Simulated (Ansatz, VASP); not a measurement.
**Os2Ru in VASP and in Ansatz**

The input INCAR:

```
ALGO = Fast
EDIFF = 1E-6
EDIFFG = -0.04
ENCUT = 600
GGA = PE
IBRION = 2
ISIF = 3
ISMEAR = 0
LASPH = T
LCHARG = F
LREAL = F
LWAVE = F
NELM = 100
NSW = 90
PREC = Accurate
SIGMA = 0.1
```

Contents of KPOINTS:

```
k-points
0
Gamma
  4 4 4
```

POSCAR

```
Os2Ru
1.0
    0.0000000000      3.4181884783      3.4181884783
    3.4181884783      0.0000000000      3.4181884783
    3.4181884783      3.4181884783      0.0000000000
Ru Os
2 4
Direct
    0.0000000000      0.0000000000      0.0000000000
    0.2500000000      0.2500000000      0.2500000000
    0.6250000000      0.6250000000      0.6250000000
    0.1250000000      0.6250000000      0.6250000000
    0.6250000000      0.6250000000      0.1250000000
    0.6250000000      0.1250000000      0.6250000000
```

Input for Ansatz:

```yaml
crystal:
  lattice:
    - [0.0, 3.4181884783, 3.4181884783]
    - [3.4181884783, 0.0, 3.4181884783]
    - [3.4181884783, 3.4181884783, 0.0]
  atoms:
    - { symbol: Ru, position: [0.0, 0.0, 0.0] }
    - { symbol: Ru, position: [0.25, 0.25, 0.25] }
    - { symbol: Os, position: [0.625, 0.625, 0.625] }
    - { symbol: Os, position: [0.125, 0.625, 0.625] }
    - { symbol: Os, position: [0.625, 0.625, 0.125] }
    - { symbol: Os, position: [0.625, 0.125, 0.625] }
basis:
  ecutwfc: 420
kpoints:
  mp_grid: { grid: [4, 4, 4] }
hamiltonian:
  xc: pbe
scf:
  occupations: { method: gaussian, width: 0.1 }
  lower_state_search: "off"
output:
  forces: true
  stress: true
  eigenvalues: true
relax:
  adjacent_minimum: "off"
  f_tol: 0.04
  max_steps: 70
  cell: { stress_tol: 0.4 }
```

Alike in both runs: task relaxation of cell and atoms; functional PBE; k mesh 4 × 4 × 4; occupations gaussian, width 0.1 eV; no spin polarisation.

|  | VASP | Ansatz |
| --- | --- | --- |
| version | VASP 6.6.1 | Ansatz 0.2.0 |
| potentials or method | VASP PAW PBE potentials, release 64 (Ru_pv, Os) | scalar-relativistic, plane waves, PAW |
| plane-wave cutoff (eV) | 600 | 420 |
| valence electrons in the cell | 60 | 96 |

|  | VASP | Ansatz | Ansatz less VASP |
| --- | --- | --- | --- |
| gap on the k mesh at the Fermi level, each at its own relaxed structure (eV) | none | none | - |
| relaxed volume (Å³/atom) | 15.32 | 15.32 | -0.003 |
| relaxed cell length with the largest relative difference (Å) | 5.066 | 5.066 | -0.0003 |
| energy change over the relaxation (meV/atom) | -334 | -326 | +8.8 |

A gap of «none» marks a metal or a gap that the smearing closes. The two sets of potentials don't hold the same shells in valence.

Caveats: the k mesh is coarse (spacing up to 0.40 Å⁻¹), so the values aren't converged; the volume moved by over 15 % at a fixed basis, so the end points are rough (VASP). Spin-orbit coupling is left out, which matters for the levels of Os.
